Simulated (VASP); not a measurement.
Method: PBE GGA, VASP's PBE PAW potentials (set 64) (plane waves; VASP).

A VASP calculation is set up with these files.

File POSCAR:
```
PbO
10.9041540
  0.3720285009   0.0000000000   0.0000000000
  0.0000000000   0.3720285009   0.0000000000
  0.0000000000   0.0000000000   0.4999999840
Pb O
2 2
direct
  0.5000000000   0.0000000000   0.7814729638
  1.0000000000   0.5000000000   0.2185270362
  0.5000000000   0.5000000000   0.0000000000
  0.0000000000   0.0000000000   0.0000000000
```

### INCAR
```
SYSTEM = PbO
PREC = Accurate
ENCUT = 600
EDIFF = 1E-7
NELM = 100
ALGO = Normal
LREAL = .FALSE.
LASPH = .TRUE.
ISMEAR = 0
SIGMA = 0.05
GGA = PE
LMAXMIX = 4
LWAVE = .FALSE.
LCHARG = .FALSE.
ISIF = 2
```

KPOINTS:
```
K-points
0
gamma
  6 6 4
0 0 0
```

POTCAR, in this order: Pb_d O (PBE.64 set). Program: vasp_std.

Without a dispersion term in the relaxation, distances and binding between the weakly bound layers, chains or molecules are unreliable, and so is what depends on them. Unless said otherwise, spin-orbit coupling is left out, though it shifts the bands of the heavy elements here.

Q: Predict the energy per atom (σ→0), band gap (on the k-mesh).

A: 
```
Item                               Value
------------------------  --------------
energy per atom (σ→0)     -5.380 eV/atom
band gap (on the k-mesh)         1.68 eV
```

### OSZICAR
```
...
DAV:  11    -0.215200853776E+02    0.11893E-04   -0.63245E-03  2368   0.615E-01    0.106E-01
DAV:  12    -0.215199689135E+02    0.11646E-03   -0.60599E-04  1992   0.269E-01    0.647E-02
DAV:  13    -0.215199350106E+02    0.33903E-04   -0.45009E-04  2376   0.175E-01    0.123E-02
DAV:  14    -0.215199328240E+02    0.21866E-05   -0.54903E-05  2128   0.691E-02    0.335E-03
DAV:  15    -0.215199328433E+02   -0.19270E-07   -0.46774E-06  1960   0.264E-02    0.160E-03
DAV:  16    -0.215199335636E+02   -0.72028E-06   -0.88741E-07  1952   0.111E-02    0.155E-03
DAV:  17    -0.215199334770E+02    0.86568E-07   -0.20720E-07  1088   0.529E-03
   1 F= -.21519933E+02 E0= -.21519933E+02  d E =-.853429E-12
```

The compound is PbO in the litharge structure. It was relaxed first, which changed the volume by +13 %.
